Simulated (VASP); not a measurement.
Method: PBE GGA, VASP's PBE PAW potentials (set 64) (plane waves; VASP 6.6.1). Each cell was relaxed at this level.

Problem. Which of these has an unstable (imaginary) mode at Γ?
A) CoGa, Pm-3m (221)
B) BaTiO3, Pm-3m (221)
C) ZnO, P6_3mc (186)
D) BN, F-43m (216)

Solution. B, BaTiO3, Pm-3m (221). Its optical Γ-point modes are 251i (×3), 169 (×3), 285 (×3), 451 (×3) cm⁻¹.
